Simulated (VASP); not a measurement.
The system is Be3S5.

```
CELL_PARAMETERS angstrom
-1.72000 1.72000 11.40000
1.72000 -1.72000 11.40000
1.72000 1.72000 -11.40000
ATOMIC_POSITIONS crystal
Be 0.80300 0.80300 0.00000
Be 0.19700 0.19700 0.00000
Be 0.00000 0.00000 0.00000
S 0.44700 0.94700 0.50000
S 0.35600 0.85600 0.50000
S 0.75000 0.25000 0.50000
S 0.05300 0.55300 0.50000
S 0.14400 0.64400 0.50000
```

The cell was built by a generator and needn't be a form met in nature.

```yaml
Program: VASP 6.6.1
Task: relaxation of cell and atoms
Functional: PBE
Potentials_or_basis: VASP PAW PBE potentials, release 64 (Be, S)
Cutoff: 520 eV
k_mesh: 7 × 7 × 7
Occupations: gaussian, width 0.15 eV
Spin: no spin polarisation
```

At the start: pressure 0.7 GPa; volume 16.86 Å³/atom.

Q: How do energy, volume and symmetry change on relaxing?

A: Over 7 steps the energy falls by 36.5 meV/atom and the volume is 17.40 Å³/atom (+3.2 %); space group I-4m2 (No. 119, to 0.05 Å).

Step by step:
| step | energy change (eV) | largest force (eV/Å) | pressure (GPa) | volume (Å³) |
| --- | --- | --- | --- | --- |
| 1 | 0.0000 | 0.7757 | 0.74 | 134.90 |
| 2 | -0.2214 | 0.2502 | 0.53 | 136.36 |
| 3 | -0.2717 | 0.4627 | 0.50 | 137.38 |
| 4 | -0.2835 | 0.3633 | 0.37 | 138.87 |
| 5 | -0.2900 | 0.1165 | 0.32 | 138.33 |
| 6 | -0.2899 | 0.1080 | 0.36 | 138.30 |
| 7 | -0.2917 | 0.0403 | -0.05 | 139.23 |

Final structure:
```
Be S
1.0
    -1.78530    1.78530   10.92040
     1.78530   -1.78530   10.92040
     1.78530    1.78530  -10.92040
Be S
3 5
Direct
  0.80582 0.80582 0.00000
  0.19418 0.19418 0.00000
  0.00000 0.00000 0.00000
  0.44990 0.94990 0.50000
  0.35432 0.85432 0.50000
  0.75000 0.25000 0.50000
  0.05010 0.55010 0.50000
  0.14568 0.64568 0.50000
```
